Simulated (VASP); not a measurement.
Given:

```
Al2O3
1.0
    2.39985     1.38555     4.46479
   -2.39985     1.38555     4.46479
    0.00000    -2.77110     4.46479
Al O
4 6
Direct
  0.00000   0.00000   0.00000
  0.50000   0.50000   0.50000
  0.69328   0.69328   0.69328
  0.30672   0.30672   0.30672
  0.39597   0.10797   0.72043
  0.60403   0.89203   0.27957
  0.72043   0.39597   0.10797
  0.27957   0.60403   0.89203
  0.10797   0.72043   0.39597
  0.89203   0.27957   0.60403
```

The numbers are results of r2SCAN meta-GGA, VASP's PBE PAW potentials (set 64) (plane waves; VASP 6.6.1), not measurements. Settings: 520 eV cut-off, 6×6×6 Γ-centred mesh, tetrahedra with Blöchl corrections, potentials Al O.

The cores are frozen, which limits the accuracy of field gradients.

Q: Give the principal components of the electric field gradient (V/Å²) and the asymmetry η at each nucleus.

A: 
```
atom    Vxx    Vyy    Vzz     η
----  -----  -----  -----  ----
Al1    -4.3   -4.3    8.6  0.00
Al2     6.4    6.4  -12.8  0.00
Al3   -10.6  -10.6   21.2  0.00
Al4   -10.6  -10.6   21.2  0.00
O5     24.2    3.1  -27.3  0.78
O6     24.2    3.1  -27.3  0.78
O7     24.2    3.1  -27.3  0.78
O8     24.2    3.1  -27.3  0.78
O9     24.2    3.1  -27.3  0.78
O10    24.2    3.1  -27.3  0.78
```

The structure comes from a computed database's Al2O3 entry (R-3); how it stands against other phases isn't given here. It was relaxed first.
